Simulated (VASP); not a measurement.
```xyz
1
Lattice="0.0000 1.7883 1.7883 1.7883 0.0000 1.7883 1.7883 1.7883 0.0000" Properties=species:S:1:pos:R:3 pbc="T T T"
Cu     0.0000     0.0000     0.0000
```

The numbers are results of r2SCAN meta-GGA, VASP's PBE PAW potentials (set 64) (plane waves; VASP), not measurements. Numerical set-up: 400 eV cut-off, 16×16×16 Γ-centred mesh, first-order Methfessel-Paxton smearing of 0.10 eV, potentials Cu.

Task: Estimate the energy per atom (σ→0), band gap (on the k-mesh) with the smallest direct gap where there is one.

Result: 
```yaml
band gap (on the k-mesh): none (metal, semimetal or under 0.01 eV)
energy per atom (σ→0): -10.826 eV/atom
```

Total energies compare only between runs with the same potentials, cut-off and functional.

The compound is Cu in the fcc structure. It was relaxed first. The start is the result of an earlier pass.
